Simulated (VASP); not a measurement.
Energy against volume of YN (rock salt). All values below come from HSEsol screened hybrid, VASP's PBE PAW potentials (set 64) (plane waves; VASP). Run with 520 eV cut-off, 8×8×8 Γ-centred mesh, Gaussian smearing of 0.050 eV, potentials Y_sv N.

| V (Å³/atom) | E (eV/atom) |
|---|---|
| 13.865 | -10.98902 |
| 14.308 | -10.99459 |
| 14.750 | -10.98501 |
| 15.193 | -10.96249 |

**Question.** Fit these four points and predict the energy of the run at 13.423 Å³/atom.

**Answer.** A cubic in V^(−2/3), the third-order Birch-Murnaghan form, passes through the four points with V0 = 14.24 Å³/atom and B0 = 181 GPa, and gives -10.9656 eV/atom there. The run gave -10.9656 eV/atom, +0.1 meV/atom from the fit; all five points give B0 = 181 GPa.

The compound is YN in the rock salt structure. It was relaxed first. The cell's shape comes from a PBE relaxation.
